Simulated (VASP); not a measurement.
Wanted: the native input for a VASP 6.6.1 run.

```
Task                   : single point
Functional             : LDA
Potentials or basis    : VASP PAW LDA potentials, release 64 (La, Hg, O, I)
Cutoff                 : 520 eV
k mesh                 : 5 × 5 × 2, shifted
Occupations            : fermi-dirac, width 0.1 eV
Spin                   : no spin polarisation
Dipole correction      : no
Further INCAR settings : ALGO = Fast; EDIFF = 1e-07; NBANDS = 43
```

The structure of LaHg2IO4 lies in POSCAR:

```
LaHg2IO4
1.0
    3.8579011800      0.0085849800     -0.0701805000
    0.0085849800      3.9442876800     -0.0618723700
   -0.1693742600     -0.1493214100      9.5669006400
La Hg O I
1 2 4 1
Direct
    0.9570990000      0.9757050000      0.9828220000
    0.4764260000      0.4697450000      0.7384070000
    0.5103890000      0.5027970000      0.2680450000
    0.4598690000      0.0311390000      0.8397070000
    0.0387190000      0.4661240000      0.8513190000
    0.4858730000      0.9823800000      0.1449210000
    0.9989400000      0.5306180000      0.1479820000
    0.9875840000      0.0043490000      0.4842130000
```

The cell was built by a generator and needn't be a form met in nature.

One way to write it, as run:

INCAR

```
SYSTEM = LaHg2IO4
ALGO     = Fast           ! electronic algorithm
EDIFF    = 1E-7           ! SCF threshold, eV
ENCUT    = 520            ! plane-wave cutoff, eV
ISIF     = 2              ! what is computed and relaxed
ISMEAR   = -1             ! smearing method
LASPH    = .True.         ! aspherical terms in the spheres
LCHARG   = .False.        ! write CHGCAR
LREAL    = .False.        ! projectors in reciprocal space
LWAVE    = .False.        ! write WAVECAR
NBANDS   = 43             ! bands
NELM     = 100            ! most SCF steps
PREC     = Accurate       ! precision mode
SIGMA    = 0.1            ! smearing width, eV
```

KPOINTS

```
Automatic mesh
0
Gamma
  5 5 2
  0.5 0 0.5
```

Potentials or basis: VASP PAW LDA potentials, release 64 (La, Hg, O, I).

The run is started by

```bash
$ cat potpaw_LDA.64/La/POTCAR potpaw_LDA.64/Hg/POTCAR potpaw_LDA.64/O/POTCAR potpaw_LDA.64/I/POTCAR > POTCAR
$ mpirun -np 1 vasp_std > vasp.out
```

It gave:

```json
{"Pressure": "2.9 GPa", "Largest force": "2.669 eV/Å", "Band gap on the k mesh": "none (metal or under the smearing width)"}
```

Caveat: forces of over 1 eV/Å show positions far from the minimum, so gaps and moduli don't describe the material at rest.

Run time: 14 min on 1 thread of Intel(R) Xeon(R) Platinum 8488C (Sapphire Rapids), on a shared host, peak memory 0.31 GiB.
